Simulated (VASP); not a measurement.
Here is a VASP 6.6.1 calculation.

POSCAR

```
Si11WC12                                
1.0
    0.0000000000      6.5370000000      6.5370000000
    4.3580000000      0.0000000000      4.3580000000
    4.3580000000      4.3580000000      0.0000000000
  W               Si              C             
     1    11    12
Direct
     0.9971000840617251    0.0017572854534524    0.0017968331801642
     0.9987875123695613    0.9958468485345021    0.5037978563246126
     0.9989406813523163    0.5034859079351984    0.9960557533026680
     0.9987605354337447    0.5032617792069052    0.5035789594511827
     0.3385289539771261    0.9977224685080103    0.9987703368214372
     0.3412541239423667    0.9957727986993763    0.4961188628383169
     0.3411247857387079    0.4952915113750007    0.9967625475075148
     0.3351943074319347    0.4991586396224955    0.5001364518712204
     0.6668046580069091    0.9964088636665552    0.9977711401658390
     0.6635606095433780    0.9985062510574138    0.5091089363348648
     0.6634952056030429    0.5076499345038697    0.0000744240088788
     0.6682419414918124    0.4987519850415696    0.4999732105977467
     0.0893784884418759    0.1290387246058155    0.1293720951626678
     0.0910688162320053    0.1278076945460872    0.6080323932592919
     0.0909286867358107    0.6079950271683439    0.1282120959466730
     0.0850943818316978    0.6243413632461329    0.6245877415799791
     0.4200324114032390    0.1226434521965238    0.1235031725954228
     0.4158512376445536    0.1252692585707427    0.6273137718290223
     0.4157713527601104    0.6262475157995890    0.1263505285829022
     0.4189794519473646    0.6232988791925019    0.6242106847513983
     0.7349272611468384    0.1324443112261269    0.1339888247778099
     0.7514812561449508    0.1243311556696732    0.6249143235189649
     0.7515680655817182    0.6235627814128799    0.1254846906773757
     0.7506101911772013    0.6244065627612444    0.6259143649140495
```

File INCAR.step1:

```
SYSTEM = Si11WC12
ALGO     = Normal         ! electronic algorithm
EDIFF    = 1E-5           ! SCF threshold, eV
ENCUT    = 450            ! plane-wave cutoff, eV
GGA      = PE             ! functional
ISIF     = 2              ! what is computed and relaxed
ISMEAR   = 0              ! smearing method
ISPIN    = 2              ! spin polarisation
ISYM     = -1           
KPAR     = 2            
LASPH    = .True.         ! aspherical terms in the spheres
LCHARG   = .False.        ! write CHGCAR
LMAXMIX  = 4              ! l up to which the mixer works
LORBIT   = 11             ! projections on sites
LREAL    = Auto         
LWAVE    = .True.         ! write WAVECAR
MAGMOM   = 1 0 0 0 0 0 0 0 0 0 0 0 0 0 0 0 0 0 0 0 0 0 0 0 ! initial moments
NBANDS   = 75             ! bands
NELECT   = 105.0        
NELM     = 70             ! most SCF steps
NKRED    = 2            
NUPDOWN  = 1              ! fixed moment
PREC     = Accurate       ! precision mode
SIGMA    = 0.03           ! smearing width, eV
TIME     = 0.4
```

INCAR.step2

```
SYSTEM = Si11WC12
ALGO     = Damped         ! electronic algorithm
EDIFF    = 1E-4           ! SCF threshold, eV
ENCUT    = 450            ! plane-wave cutoff, eV
GGA      = PE             ! functional
HFSCREEN = 0.2            ! screening, 1/A
ISIF     = 2              ! what is computed and relaxed
ISMEAR   = 0              ! smearing method
ISPIN    = 2              ! spin polarisation
ISTART   = 1            
ISYM     = -1           
KPAR     = 2            
LASPH    = .True.         ! aspherical terms in the spheres
LCHARG   = .False.        ! write CHGCAR
LHFCALC  = .True.         ! exact exchange
LMAXMIX  = 4              ! l up to which the mixer works
LORBIT   = 11             ! projections on sites
LREAL    = Auto         
LWAVE    = .False.        ! write WAVECAR
MAGMOM   = 1 0 0 0 0 0 0 0 0 0 0 0 0 0 0 0 0 0 0 0 0 0 0 0 ! initial moments
NBANDS   = 75             ! bands
NELECT   = 105.0        
NELM     = 70             ! most SCF steps
NKRED    = 2            
NUPDOWN  = 1              ! fixed moment
PREC     = Accurate       ! precision mode
PRECFOCK = Fast         
SIGMA    = 0.03           ! smearing width, eV
TIME     = 0.4
```

File KPOINTS:

```
k-points
0
Gamma
  2 2 2
  0 0 0
```

Potentials or basis: VASP PAW PBE potentials, release 64 (W_sv, Si, C).

Run with:

```console
$ cat potpaw_PBE.64/W_sv/POTCAR potpaw_PBE.64/Si/POTCAR potpaw_PBE.64/C/POTCAR > POTCAR
$ cp INCAR.step1 INCAR
$ mpirun -np 4 vasp_std > vasp.out
$ cp INCAR.step2 INCAR
$ mpirun -np 4 vasp_std > vasp.out
```

Problem. Estimate the largest force.

Solution. 0.134 eV/Å.

Forces on the atoms (eV/Å):
```
W    0.029 -0.053 -0.069
Si   0.027  0.052 -0.010
Si   0.036 -0.010  0.026
Si  -0.037  0.039  0.022
Si   0.015  0.011  0.019
Si   0.003 -0.003  0.082
Si  -0.010  0.082  0.007
Si  -0.076  0.030  0.030
Si   0.070  0.025  0.037
Si   0.009 -0.100  0.029
Si  -0.004  0.017 -0.091
Si  -0.051  0.008  0.009
C   -0.131  0.021  0.018
C    0.032  0.017 -0.021
C    0.019 -0.019  0.013
C    0.063 -0.033 -0.045
C   -0.011 -0.038 -0.044
C    0.011  0.004  0.000
C    0.011  0.007  0.015
C    0.009  0.004 -0.002
C   -0.059 -0.035 -0.023
C   -0.007  0.020 -0.042
C    0.006 -0.046  0.026
C    0.046  0.000  0.013
```

Caveat: the k mesh is coarse (spacing up to 0.62 Å⁻¹), so the values aren't converged, least of all with exact exchange; the PAW data sets were made with another functional, which shifts forces and pressure a little; the total moment is fixed, so each spin has its own Fermi level. The run has no spin-orbit coupling, so splittings on W are missing.
